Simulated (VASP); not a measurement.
Consider the following.

```
CELL_PARAMETERS angstrom
      4.07239     0.00000     0.00000
      0.00000     4.07239     0.00000
      0.00000     0.00000     4.07239
ATOMIC_POSITIONS crystal
  Cs 0.00000 0.00000 0.00000
  Cl 0.50000 0.50000 0.50000
```

These are PBEsol GGA, VASP's PBE PAW potentials (set 64) (plane waves; VASP 6.6.1) values and carry that method's errors. Numerical set-up: 400 eV cut-off, Gaussian smearing of 0.050 eV, potentials Cs_sv Cl.

Unless said otherwise, spin-orbit coupling is left out, though it shifts the bands of the heavy elements here.

Problem. Give the energies of bands 3 to 11 at the high-symmetry points, in eV from the valence-band maximum.

Solution. 
```tsv
band	Γ	X	M	R
3	-5.77	-6.35	-6.65	-6.36
4	-5.77	-5.60	-6.65	-6.36
5	-5.77	-5.60	-5.50	-6.36
6	0.00	-1.29	-0.44	-1.23
7	0.00	-0.28	-0.44	-1.23
8	0.00	-0.28	-0.08	-1.23
9	5.21	6.32	5.83	8.57
10	5.22	7.67	5.90	8.57
11	5.22	8.94	7.93	8.57
```

The gap is direct, 5.21 eV, from the valence maximum at Γ to the conduction minimum at Γ.

The structure comes from a measured CsCl entry (Pm-3m) of the Crystallography Open Database, whose conditions weren't checked. It was relaxed first.
